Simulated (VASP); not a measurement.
Input:

```
GdP
1.0
    4.58214     0.00000     0.00000
    0.00000     4.58214     0.00000
    0.00000     0.00000     5.77388
Gd P
2 2
Direct
  0.50000   0.00000   0.23680
  0.00000   0.50000   0.76320
  0.00000   0.00000   0.00000
  0.50000   0.50000   0.00000
```

These are PBE GGA, VASP's PBE PAW potentials (set 64) (plane waves; VASP 6.6.1) values and carry that method's errors. Run with 400 eV cut-off, 7×7×6 Monkhorst-Pack mesh, Gaussian smearing of 0.050 eV, potentials Gd_3 P.

The 4f electrons are frozen in the core of the lanthanide potential, so 4f levels, which can set the real gap, and their magnetism are missing. Gaps are read on the run's mesh, which can miss a band edge.

Task: What does the run give for the energy per atom (σ→0), pressure, band gap (on the k-mesh) with the smallest direct gap where there is one?

Result: 
| Quantity | Value |
|---|---|
| band gap (on the k-mesh) | none (metal, semimetal or under 0.01 eV) |
| energy per atom (σ→0) | -5426 meV/atom |
| pressure | 4.04 GPa |

Total energies compare only between runs with the same potentials, cut-off and functional.

The structure was generated: GdP was put into the litharge type (P4/nmm), which need not be its known phase. The cell was not relaxed at this level. The run is one of a series of settings (KPOINTS 7×7×6 Monkhorst-Pack mesh against the base run), some of them coarse on purpose.
